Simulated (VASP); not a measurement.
KZr2:

```
K Zr
1.0
     0.00000    3.21273    3.21273
     3.21273    0.00000    3.21273
     3.21273    3.21273    0.00000
K Zr
1 2
Direct
  0.00000 0.00000 0.00000
  0.25000 0.25000 0.25000
  0.75000 0.75000 0.75000
```

The cell was built by a generator and needn't be a form met in nature.

The cell isn't the ideal one: species swapped into the CeH2 type (Fm-3m, No. 225).

```yaml
Program: VASP 6.6.1
Task: relaxation of cell and atoms
Functional: PBE
Potentials_or_basis: VASP PAW PBE potentials, release 64 (K_sv, Zr_sv)
Cutoff: 600 eV
k_mesh: 6 × 6 × 6
Occupations: gaussian, width 0.1 eV
Spin: no spin polarisation
```

At the start: pressure 16.5 GPa; volume 22.11 Å³/atom.

Task: Where does the relaxation end?

Result: Over 3 steps the energy falls by 353.4 meV/atom and the volume is 30.64 Å³/atom (+38.6 %); space group Fm-3m (No. 225, to 0.05 Å).

Step by step:
| step | energy change (eV) | largest force (eV/Å) | pressure (GPa) | volume (Å³) |
| --- | --- | --- | --- | --- |
| 1 | 0.0000 | 0.0000 | 16.46 | 66.32 |
| 2 | -1.0587 | 0.0000 | 0.41 | 90.59 |
| 3 | -1.0602 | 0.0000 | -0.05 | 91.93 |

Final structure:
```cif
data_structure
_symmetry_space_group_name_H-M 'P 1'
_symmetry_Int_Tables_number 1
_cell_length_a 5.0660
_cell_length_b 5.0660
_cell_length_c 5.0660
_cell_angle_alpha 60.000
_cell_angle_beta 60.000
_cell_angle_gamma 60.000
_cell_volume 91.93
loop_
_atom_site_label
_atom_site_type_symbol
_atom_site_fract_x
_atom_site_fract_y
_atom_site_fract_z
_atom_site_occupancy
K1 K 0.00000 0.00000 0.00000 1
Zr1 Zr 0.25000 0.25000 0.25000 1
Zr2 Zr 0.75000 0.75000 0.75000 1
```

Caveat: the volume moved by over 15 % at a fixed basis, so the end points are rough.
